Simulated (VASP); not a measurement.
Ru (hcp): computed properties

These are r2SCAN meta-GGA, VASP's PBE PAW potentials (set 64) (plane waves; VASP) values and carry that method's errors.

For Ru, the space group comes out as P6_3/mmc (194) and the cell is a = 2.7070 Å, b = 2.7070 Å, c = 4.2630 Å, α = 90.00°, β = 90.00°, γ = 120.00°. The volume per atom is 13.53 Å³/atom. The band gap (over mesh and band path) comes out as none (metal, semimetal or under 0.01 eV), the band gap with spin-orbit coupling is none (metallic) and the density is 12.41 g/cm³.

```
CELL_PARAMETERS angstrom
      1.35352    -2.34437     0.00000
      1.35352     2.34437     0.00000
      0.00000     0.00000     4.26302
ATOMIC_POSITIONS crystal
  Ru 0.33333 0.66667 0.25000
  Ru 0.66667 0.33333 0.75000
```

Measured: a 2.706 Å at 293 K (computed value off by +0.0 %), c 4.282 Å at 293 K (computed value off by -0.4 %), as given by Wikipedia, Ruthenium (infobox). The calculation is for a static lattice, while the measured a, c hold thermal and zero-point effects, which are part of the difference.

The compound is Ru in the hcp structure. It was relaxed first. Symmetry was kept, so distortions that lower it aren't found.
